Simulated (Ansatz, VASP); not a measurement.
**Pt: VASP beside Ansatz**

One calculation is typed for both programs; each brings its own data sets. How far apart do they land? The structure shown is the end of the Ansatz relaxation below.

Method: plane waves, with VASP 6.6.1 beside it; single point at PBEsol, in Ansatz 0.2.0.

## (1) The structure

The structure is cubic, space group Fm-3m (No. 225). The conventional cell has a = 3.918 Å, b = 3.918 Å, c = 3.918 Å, α = 90.00°, β = 90.00°, γ = 90.00°. Nearest to Pt lie 12 Pt at 2.77 Å.

## (2) Ansatz: relaxation, PBEsol

Ansatz runs on its PAW soft_1 files.

This run makes the geometry at which the two programs are then compared.

Input file input.yaml:

```yaml
crystal:
  lattice:
    - [2.77039, 0.0, 0.0]
    - [0.0, 2.77039, 0.0]
    - [0.0, 0.0, 3.917923]
  atoms:
    - { symbol: Pt, position: [0.0, 0.0, 0.0] }
    - { symbol: Pt, position: [0.5, 0.5, 0.5] }
kpoints:
  mp_grid: { grid: [16, 16, 11] }
scf:
  occupations: { method: fermi_dirac, width: 0.05 }
hamiltonian:
  xc: pbesol
  pseudopotentials: { kind: paw, azcp: { folder: soft_1 }, xc_functional: pbe }
basis:
  ecutwfc: 600
output:
  forces: true
  stress: true
relax:
  f_tol: 0.005
  max_steps: 70
  cell: { stress_tol: 0.02, p_target: 0, fix: [a, b, alpha, beta, gamma] }
```

Run with:

```
$ ansatz run input.yaml --threads 4 --pin off --max-ram 10240MiB --backend cpu --events-out ev --progress --plain --runs-dir out
```

Numbers of over 12 decimals in the logs are rounded to 6 here.

The log of the run:

```text
Engine: ansatz 0.2.0, aarch64-unknown-linux-gnu
Pseudopotentials: kind: paw
Pseudopotential: Pt, paw, valence charge 18, recommended cutoff 420 eV (normal), soft_1/Pt.paw.azcp
Functional definition: PBEsol
  exchange = pbesol_x
  correlation = pbesol_c
Crystal: 2 atoms, lattice volume = 30.070 Å³
Basis set: ecut = 600 eV, 1023 PW (Γ), exchange–correlation on 48×48×64 points (8 copies of the dense FFT grid, shifted against one another)
Bands: 22, of which v1, the nominal top of the filled ones, is band 18 counted from 1 (17 counted from 0)
Symmetry: 32 space group operations
Space group: Fm-3m (ITA 225), of the structure as read, at distance tolerance 3.1e-5 Å
k-points: 270 of 2816
Non-local potential: Pt, projectors of the file, l = 0: 3, l = 1: 2, l = 2: 2, l = 3: 1
PAW form: soft (Blöchl's): semilocal exchange-correlation on the pseudo side does not see the compensation charge
PAW frozen core: Pt, regenerated for the run's functional, and the local potential with it (the file was generated under x = pbe(κ = 0.804, μ = 0.219515), c = pbe(β = 0.066725))
PAW one-centre angular grid: Pt, 590 points (default); XC on 64 Gauss nodes
Initial density: superposition of atomic densities (chi_scale 0.1, normalization cell)
Initial wavefunctions: pseudopotential atomic-orbital guess
Functional: x = pbesol(κ = 0.804, μ = 0.123457), c = pbesol(β = 0.046)
SCF iter   1: F=—  HF=-24771.615663 eV  |F-HF|=—  |Δ(HF+E_count)|=         —  Δρ=9.30e-2  dr2=2.47e0  ethr=3.10e-3  ⟨swp⟩=4.5  Hψ=22733  notcnv=0
preconditioner: auto → Kerker (q_TF=auto, 2.811 Å⁻¹)  [metal: Δε(μ)=0.002 eV  Ē_g=9.302 eV  σ=0.050 eV  W_gap=0.01  n_scr=14 (ndim 8)  ℏωp=30.3 eV  f_vac=0.000  D(μ)=3.74/eV (n_scr^D=48)]
SCF iter   2: F=—  HF=-24770.994620 eV  |F-HF|=—  |Δ(HF+E_count)|=   6.21e-1  Δρ=4.84e-2  dr2=6.55e-1  ethr=3.10e-3  ⟨swp⟩=2.6  Hψ=11186  notcnv=0
SCF iter   3: F=—  HF=-24770.789004 eV  |F-HF|=—  |Δ(HF+E_count)|=   2.06e-1  Δρ=6.79e-3  dr2=6.88e-3  ethr=1.82e-3  ⟨swp⟩=2.0  Hψ=9591  notcnv=0
SCF iter   4: F=—  HF=-24770.788811 eV  |F-HF|=—  |Δ(HF+E_count)|=   1.94e-4  Δρ=9.30e-4  dr2=2.30e-4  ethr=1.91e-5  ⟨swp⟩=1.1  Hψ=8127  notcnv=0
SCF iter   5: F=—  HF=-24770.788817 eV  |F-HF|=—  |Δ(HF+E_count)|=   6.08e-6  Δρ=2.59e-4  dr2=1.40e-5  ethr=6.38e-7  ⟨swp⟩=2.2  Hψ=8986  notcnv=0
SCF iter   6: F=—  HF=-24770.788814 eV  |F-HF|=—  |Δ(HF+E_count)|=   2.61e-6  Δρ=4.36e-5  dr2=3.60e-7  ethr=3.90e-8  ⟨swp⟩=2.0  Hψ=9212  notcnv=0
SCF iter   7: F=-24770.788814 eV  HF=-24770.788814 eV  |F-HF|=1.94e-9  |Δ(HF+E_count)|=   3.48e-9  Δρ=6.48e-6  dr2=7.70e-9  ethr=2.78e-10  ⟨swp⟩=4.0  Hψ=19430  notcnv=0
SCF 1 converged in 7 iterations: F = -24770.788814 eV  dr2 = 7.70e-9
  greatest PAW one-centre occupation: 1.000 electrons in one spin orbital (limit 2), on the Pt atom at site 1 (counted from 0), in its partial waves of l = 0
relax step   1: F+E_penalty+E_count = -24770.78881397 eV  Δ(F+E_penalty+E_count) = +0.000e0 eV  max|allowed force component| = 1.252e-29 eV/Å  Δτ_max = 0.0000 Å  P = -0.001 GPa  Ω = 30.070 Å³  fix = [a, b, alpha, beta, gamma]  reactions: a -0.010, b -0.010 GPa  (7 SCF iters, dr2 threshold 1.00e-7 eV, accepted)
Initial density: handed on by an earlier stage of this run
Initial wavefunctions: pseudopotential atomic-orbital guess (no wavefunctions were taken with the density)
iter 1 solved again at ethr=7.79e-9 eV; its pass at ethr=3.10e-3 eV (dr2=2.80e-6 eV) is discarded
SCF iter   1: F=—  HF=-24770.788814 eV  |F-HF|=—  |Δ(HF+E_count)|=         —  Δρ=6.50e-6  dr2=7.75e-9  ethr=7.79e-9  ⟨swp⟩=4.0  Hψ=42763  notcnv=0
preconditioner: auto → Kerker (q_TF=auto, 2.811 Å⁻¹)  [metal: Δε(μ)=0.002 eV  Ē_g=9.426 eV  σ=0.050 eV  W_gap=0.01  n_scr=14 (ndim 8)  ℏωp=30.3 eV  f_vac=0.000  D(μ)=4.04/eV (n_scr^D=58)]
SCF iter   2: F=—  HF=-24770.788814 eV  |F-HF|=—  |Δ(HF+E_count)|=   4.32e-8  Δρ=3.99e-6  dr2=2.94e-9  ethr=2.15e-11  ⟨swp⟩=2.3  Hψ=8888  notcnv=0
SCF iter   3: F=—  HF=-24770.788814 eV  |F-HF|=—  |Δ(HF+E_count)|=  2.11e-10  Δρ=6.33e-7  dr2=9.99e-11  ethr=8.18e-12  ⟨swp⟩=2.0  Hψ=9268  notcnv=0
iter 4 did not close the SCF: its close was put off for the readings that it lacked (scf_convergence_deferred on its scf_iter line)
SCF iter   4: F=-24770.788814 eV  HF=-24770.788814 eV  |F-HF|=3.64e-12  |Δ(HF+E_count)|=  3.27e-11  Δρ=1.20e-7  dr2=2.60e-12  ethr=1.00e-12  ⟨swp⟩=1.0  Hψ=5940  notcnv=0
iter 5 did not close the SCF: its close was put off for the readings that it lacked (scf_convergence_deferred on its scf_iter line)
SCF iter   5: F=-24770.788814 eV  HF=-24770.788814 eV  |F-HF|=7.28e-12  |Δ(HF+E_count)|=  1.46e-11  Δρ=3.58e-8  dr2=3.10e-13  ethr=1.00e-12  ⟨swp⟩=1.0  Hψ=5940  notcnv=0
iter 6 did not close the SCF: its close was put off for the readings that it lacked (scf_convergence_deferred on its scf_iter line)
SCF iter   6: F=-24770.788814 eV  HF=-24770.788814 eV  |F-HF|=0.00e0  |Δ(HF+E_count)|=  7.28e-12  Δρ=3.98e-9  dr2=3.32e-15  ethr=1.00e-12  ⟨swp⟩=1.0  Hψ=5940  notcnv=0
iter 7 did not close the SCF: its close was put off for the readings that it lacked (scf_convergence_deferred on its scf_iter line)
SCF iter   7: F=-24770.788814 eV  HF=-24770.788814 eV  |F-HF|=3.64e-12  |Δ(HF+E_count)|=  3.64e-12  Δρ=1.04e-9  dr2=3.03e-16  ethr=1.00e-12  ⟨swp⟩=1.0  Hψ=5940  notcnv=0
SCF iter   8: F=-24770.788814 eV  HF=-24770.788814 eV  |F-HF|=7.28e-12  |Δ(HF+E_count)|=  1.46e-11  Δρ=1.94e-10  dr2=7.87e-18  ethr=1.00e-12  ⟨swp⟩=2.0  Hψ=14131  notcnv=0
SCF 2 converged in 8 iterations: F = -24770.788814 eV  dr2 = 7.87e-18
relax step   2: F+E_penalty+E_count = -24770.78881397 eV  Δ(F+E_penalty+E_count) = -1.120e-9 eV  max|allowed force component| = 7.889e-31 eV/Å  Δτ_max = 0.0000 Å  P = -0.000 GPa  Ω = 30.070 Å³  fix = [a, b, alpha, beta, gamma]  reactions: a -0.009, b -0.009 GPa  stress off target by 1.74e-2 GPa on what of the cell is left free  SCF on the basis re-selected at this cell (its energy is not comparable with the rows above)  (8 SCF iters)
basis re-selected at this cell: Δ(F+E_penalty+E_count) = -1.120e-9 eV, ΔP = +0.000 GPa vs the last step (what re-selecting the basis moved, of the pressure what is left beyond the Pulay correction that the steps carried, after the strain that the cell walked since its last selection, with what the two solves' SCF thresholds leave and, on support functions, any second-order correction that the steps lacked; it is no m [...]
SCF converged after 8 iterations
Free energy (F): -24770.788814 eV
Harris-Foulkes:  -24770.788814 eV  (|F-HF|=7.28e-12)
Internal energy: -24770.756324 eV  (E = F + TS)
E sigma→0 (E₀):  -24770.772569 eV
Entropy (-TS):   -0.032490 eV (-16.245 meV/atom)
Fermi energy:    23.306958 eV
--- Per-component energies (eV) ---
  E_band       = -261.249255
  E_kinetic    = 1193.933723
  E_local      = -2844.276287  (includes V_loc(G=0)·N_el)
  E_nonlocal   = 414.154113
  E_hartree    = 1078.478653
  E_xc         = -462.299443
  E_vxc        = -542.172763  (∫ρ·V_xc dr)
  E_paw        = -18691.641749  (= ΣΔE_a)
  E_vpaw       = -639.845847  (= ΣTr[D̂ρ^β])
  E_aug_tail   = 0.000500  (compensation charges beyond the density's cutoff)
  E_ewald      = -5459.679899
  E_core_change = 0.574062  (= ΣΔE_core)
  E_smearing   = -0.032490  (= −TS)
  E_closure    = -0.000000  (closes the sum)
  Σ components = -24770.788814   (vs F -24770.788814, Δ=0.00e0)
--- Forces (eV/Å), atoms counted from 1 ---
  atom   1  Pt     0.00000000     0.00000000     0.00000000
  atom   2  Pt     0.00000000    -0.00000000    -0.00000000
  max |Σ_I F_I| component: 1.10e-29 eV/Å
--- Stress (GPa, compression-positive) ---
       -0.009395       0.000000       0.000000
        0.000000      -0.009395       0.000000
        0.000000       0.000000       0.017391
  P = ⅓ Tr σ = -0.0005 GPa (-0.005 kbar)
--- Relaxed structure (1 steps of the walk, 1 accepted, 1 SCFs on fresh bases) ---
  F+E_penalty+E_count = -24770.78881397 eV   max|allowed force component| = 7.889e-31 eV/Å   (the final SCF, on the basis selected at the relaxed cell)
  cell:  # Å, volume = 30.0703 Å³
    - [2.77039, 0.0, 0.0]
    - [0.0, 2.77039, 0.0]
    - [0.0, 0.0, 3.917923]
  atoms:
    - { symbol: Pt, position: [0.0, 0.0, 0.0] }
    - { symbol: Pt, position: [0.5, 0.5, 0.5] }
```

In the SCF lines HF is the Harris–Foulkes energy and dr2 the Hartree energy of the density residual, in eV; the loop may stop once dr2 is under the threshold and the program's other checks hold. Hψ counts applications of the Hamiltonian.

## (3) VASP: single point, PBEsol, pair 1

The same cell, functional, mesh and smearing now go to VASP, with its own data sets.

Lines of VASP's logs that name or quote its potential files are left out, and so is its time.

Input file INCAR:

```
SYSTEM = Pt
PREC = Accurate
ENCUT = 500
EDIFF = 1E-06
NELM = 120
ISMEAR = -1
SIGMA = 0.05
LREAL = .FALSE.
ALGO = Normal
GGA = PS
NBANDS = 16
LASPH = .TRUE.
LORBIT = 11
LWAVE = .FALSE.
LCHARG = .FALSE.
ISIF = 2
GGA_COMPAT = .FALSE.
KPAR = 2
```

Input file POSCAR:

```
Pt
1.0
    2.7703900000      0.0000000000      0.0000000000
    0.0000000000      2.7703900000      0.0000000000
    0.0000000000      0.0000000000      3.9179230000
Pt
2
Direct
    0.0000000000      0.0000000000      0.0000000000
    0.5000000000      0.5000000000      0.5000000000
```

Input file KPOINTS:

```
Automatic mesh
0
Gamma
16 16 11
0 0 0
```

Potentials, in the order of the species: Pt (PBE family, release 64).

Run with:

```
$ mpirun -np 2 vasp_std
```

The log of the run:

```text
[banner, memory and clock lines left out]
running    2 mpi-ranks, on    1 nodes
 distrk:  each k-point on    1 cores,    2 groups
 distr:  one band on    1 cores,    1 groups

 POSCAR found type information on POSCAR Pt
 POSCAR found :  1 types and       2 ions
|                                                                             |
|               ----> ADVICE to this user running VASP <----                  |
|                                                                             |
|     You enforced a specific xc type in the INCAR file but a different       |
|     [... a line on the potential file left out ...]
|     I HOPE YOU KNOW WHAT YOU ARE DOING!                                     |
|                                                                             |

 LDA part: xc-table for (Slater+PW92), standard interpolation
 POSCAR, INCAR and KPOINTS ok, starting setup
 FFT: planning ... GRIDC
 FFT: planning ... GRID_SOFT
 FFT: planning ... GRID
 WAVECAR not read
 entering main loop
       N       E                     dE             d eps       ncg     rms          rms(c)
DAV:   1     0.980043551074E+02    0.98004E+02   -0.10123E+04  8936   0.115E+03
DAV:   2    -0.133921734224E+02   -0.11140E+03   -0.10635E+03  9920   0.251E+02
DAV:   3    -0.148435157280E+02   -0.14513E+01   -0.14426E+01 10952   0.297E+01
DAV:   4    -0.148505422538E+02   -0.70265E-02   -0.70262E-02 10728   0.215E+00
DAV:   5    -0.148506147946E+02   -0.72541E-04   -0.72542E-04 11016   0.220E-01    0.190E+01
DAV:   6    -0.140412128223E+02    0.80940E+00   -0.13364E+00 10056   0.105E+01    0.968E+00
DAV:   7    -0.139509709004E+02    0.90242E-01   -0.25455E-01 10832   0.451E+00    0.318E+00
DAV:   8    -0.139426045102E+02    0.83664E-02   -0.23848E-02 10080   0.134E+00    0.984E-01
DAV:   9    -0.139419762771E+02    0.62823E-03   -0.50409E-04 11016   0.201E-01    0.201E-02
DAV:  10    -0.139419857972E+02   -0.95201E-05   -0.58584E-06 10864   0.165E-02    0.595E-03
DAV:  11    -0.139419871568E+02   -0.13596E-05   -0.32384E-07  6880   0.469E-03    0.277E-03
DAV:  12    -0.139419872133E+02   -0.56462E-07   -0.22321E-08  5520   0.121E-03
   1 F= -.13941987E+02 E0= -.13925708E+02  d E =-.325581E-01
```

Parts of OUTCAR (step 3):

```text
ion  position               nearest neighbor table
   1  0.000  0.000  0.000-   2 2.77   2 2.77   2 2.77   2 2.77   2 2.77   2 2.77   2 2.77   2 2.77

  LATTYP: Found a simple tetragonal cell.
 ALAT       =     2.7703900000
 C/A-ratio  =     1.4142135223

 Subroutine GETGRP returns: Found 16 space group operations
 (whereof 16 operations were pure point group operations)

The static configuration has the point symmetry D_4h.

 Found    270 irreducible k-points:

   k-points           NKPTS =    270   k-points in BZ     NKDIM =    270   number of bands    NBANDS=     16

   dimension x,y,z NGX =    20 NGY =   20 NGZ =   30
   dimension x,y,z NGXF=    40 NGYF=   40 NGZF=   60

   ENCUT  =  500.0 eV  36.75 Ry    6.06 a.u.   5.05  5.05  7.14*2*pi/ulx,y,z

   NELECT =      20.0000    total number of electrons

 k-points in reciprocal lattice and weights: Automatic mesh
   0.00000000  0.00000000  0.00000000       0.000
   0.06250000  0.00000000  0.00000000       0.001
   0.12500000  0.00000000  0.00000000       0.001
   0.18750000  0.00000000  0.00000000       0.001
   0.25000000  0.00000000  0.00000000       0.001
   0.31250000  0.00000000  0.00000000       0.001
   0.37500000  0.00000000  0.00000000       0.001
   0.43750000  0.00000000  0.00000000       0.001
   0.50000000  0.00000000  0.00000000       0.001
[...]
0.50000000  0.43750000  0.45454545       0.003
   0.50000000  0.50000000  0.45454545       0.001

 average (electrostatic) potential at core
       1 -62.7779       2 -62.7779

 E-fermi :  11.1416

 k-point     1 :       0.0000    0.0000    0.0000
  band No.  band energies     occupation
    ...
      5       7.3297      2.00000
      6       7.3297      2.00000
      7       9.5187      2.00000
      8       9.5198      2.00000
      9      11.1724      0.70106
     10      11.6498      0.00008
     11      11.6498      0.00008
     12      12.8576      0.00000
     13      20.0174      0.00000
     14      22.4989      0.00000
    ...

 k-point     2 :       0.0625    0.0000    0.0000
  band No.  band energies     occupation
    ...
      6       7.3829      2.00000
      7       9.4669      2.00000
      8       9.5223      2.00000
      9      10.9430      1.96300
     10      11.0550      1.69922
     11      11.6056      0.00019
     12      13.6650      0.00000
     13      19.7477      0.00000
     14      22.3554      0.00000
     15      22.7413      0.00000
    ...

 k-point     3 :       0.1250    0.0000    0.0000
  band No.  band energies     occupation
    ...
      6       7.5248      2.00000
      7       9.3234      2.00000
      8       9.5464      2.00000
      9       9.9532      2.00000
     10      10.7379      1.99938
     11      11.4746      0.00256
     12      14.9563      0.00000
     13      19.0011      0.00000
     14      22.0304      0.00000
     15      23.4316      0.00000
    ...

  Total       -0.0675898     -0.0675898     -0.0630473      0.0000000      0.0000000     -0.0000000
  in kB       -3.6012568     -3.6012568     -3.3592252      0.0000000      0.0000000     -0.0000000
  external PRESSURE =      -3.5205796 kB  Pullay stress =       0.0000000 kB

  energy-cutoff  :      500.00
  volume of cell :       30.07
      direct lattice vectors                 reciprocal lattice vectors
     2.770390000  0.000000000  0.000000000     0.360960009  0.000000000  0.000000000
     0.000000000  2.770390000  0.000000000     0.000000000  0.360960009  0.000000000
     0.000000000  0.000000000  3.917923000     0.000000000  0.000000000  0.255237278

 POSITION                                       TOTAL-FORCE (eV/Angst)
 -----------------------------------------------------------------------------------
      0.00000      0.00000      0.00000         0.000000      0.000000     -0.000000
      1.38519      1.38519      1.95896        -0.000000     -0.000000      0.000000
 -----------------------------------------------------------------------------------
    total drift:                               -0.000000      0.000000      0.000000

  FREE ENERGIE OF THE ION-ELECTRON SYSTEM (eV)
  ---------------------------------------------------
  free  energy   TOTEN  =       -13.9419872133 eV

  energy  without entropy=      -13.9094291370  energy(sigma->0) =      -13.92570818

 total charge
# of ion       s       p       d       tot
------------------------------------------
    1        0.635   0.620   8.036   9.291
    2        0.635   0.620   8.036   9.291
--------------------------------------------------
tot          1.270   1.240  16.071  18.581

[... 3 further parts left out ...]
```

The PAW data sets were made with PBE, which is usual practice but a small mismatch for other functionals.

## (4) Side by side

Known differences besides the potentials themselves: the data sets hold 36 valence electrons in Ansatz (on its PAW soft_1 files) and 20 in VASP; the cutoff is 600 eV in Ansatz and 500 eV in VASP; Ansatz makes its cores anew for this functional, VASP keeps those of its PBE data sets; Ansatz's pressure holds a Pulay correction, VASP's none. Total energies have different zeros and are not compared.

Both answers:

```csv
quantity,Ansatz,VASP,difference
pressure (GPa),0.00,-0.35,+0.35
```

## (5) Ansatz: relaxation, PBEsol

This run makes the geometry at which the two programs are then compared. The cell compared in this pair holds 29.66 Å³, against 30.07 Å³ for the pair before.

The structure compared here is the end of the Ansatz relaxation.

input.yaml, the sections that differ from step 2:

```yaml
crystal:
  lattice:
    - [2.7149822, 0.0, 0.0]
    - [0.0, 2.7149822, 0.0]
    - [0.0, 0.0, 3.964938076]
  atoms:
    - { symbol: Pt, position: [0.0, 0.0, 0.0] }
    - { symbol: Pt, position: [0.5, 0.5, 0.5] }
output:
  forces: true
  stress: true
  write_density: true
  write_potential: true
  elf: true
  volumetric_format: npy
# kpoints, scf, hamiltonian, basis, relax: as in step 2
```

Run with:

```
$ ansatz run input.yaml --threads 4 --pin off --max-ram 10240MiB --backend cpu --events-out ev --progress --plain --runs-dir out
```

The log of the run:

```text
[...]
Crystal: 2 atoms, lattice volume = 29.226 Å³
Basis set: ecut = 600 eV, 983 PW (Γ), exchange–correlation on 48×48×64 points (8 copies of the dense FFT grid, shifted against one another)
Bands: 22, of which v1, the nominal top of the filled ones, is band 18 counted from 1 (17 counted from 0)
Symmetry: 32 space group operations
[...]
k-points: 270 of 2816
[...]
k-point 269: bands = [... 14 lower, 21.6538, 21.6538, 24.5212, 24.5212, 31.3986, 31.3986, 31.4813, 31.4813]
--- Relaxed structure (4 steps of the walk, 4 accepted, 1 SCFs on fresh bases) ---
[...]
cell:  # Å, volume = 29.6642 Å³
    - [2.7149822, 0, 0.0]
    - [0, 2.7149822, 0.0]
    - [0.0, 0.0, 4.024382]
  atoms:
    - { symbol: Pt, position: [0.0, 0.0, 0.0] }
    - { symbol: Pt, position: [0.5, 0.5, 0.5] }
[key lines of the parts left out:]
SCF converged after 7 iterations
Free energy (F): -24770.765945 eV
Fermi energy:    23.727571 eV
P = ⅓ Tr σ = 4.3377 GPa (43.377 kbar)
```

(Part 1 of 2 ends here.)

[Lines on the potential files, build, host, timing and source positions are cut from VASP's logs without a mark.]

[Logs are printed without paths, hosts, clocks, repeated set-up lines and the standing remarks that a program may print on its own settings, such as how far it seeks lower states.]

[Hosts, paths, dates, database ids (printed as entryN), source tags and the programs' standing remarks are cut or masked in the printed files.]
